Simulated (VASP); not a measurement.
The cell holds one RbCl (rock salt) (110) slab, with vacuum along c, ions free to move until forces fall under 0.03 eV/Å, no reconstruction beyond this cell, dipole correction on. Ionisation potential and electron affinity count from the cell's own band edges, surface states included.

Given:

```yaml
crystal:
  lattice:
    - [4.62713, 0.00000, 0.00000]
    - [0.00000, 6.54375, 0.00000]
    - [0.00000, 0.00000, 24.17163]
  atoms:
    - { symbol: Rb, position: [0.00000, 0.00000, 0.35942] }
    - { symbol: Rb, position: [0.50000, 0.50000, 0.44915] }
    - { symbol: Rb, position: [0.00000, 0.00000, 0.55085] }
    - { symbol: Rb, position: [0.50000, 0.50000, 0.64058] }
    - { symbol: Cl, position: [0.50000, 0.00000, 0.44891] }
    - { symbol: Cl, position: [0.00000, 0.50000, 0.35823] }
    - { symbol: Cl, position: [0.50000, 0.00000, 0.64177] }
    - { symbol: Cl, position: [0.00000, 0.50000, 0.55109] }
```

Method: PBEsol GGA, VASP's PBE PAW potentials (set 64) (plane waves; VASP 6.6.1). Numerical set-up: 400 eV cut-off, 5×3×1 Γ-centred mesh, Gaussian smearing of 0.050 eV, potentials Rb_sv Cl.

Slab and bulk use different k-meshes, so the surface energy is good to a few per cent at best.

```
Quantity                      Value
------------------------  ---------
surface energy            0.24 J/m²
ionisation potential        5.68 eV
electron affinity           1.39 eV
band gap (on the k-mesh)    4.29 eV
```

The cell is a thin slab with vacuum, built from RbCl (rock salt): (110) face.
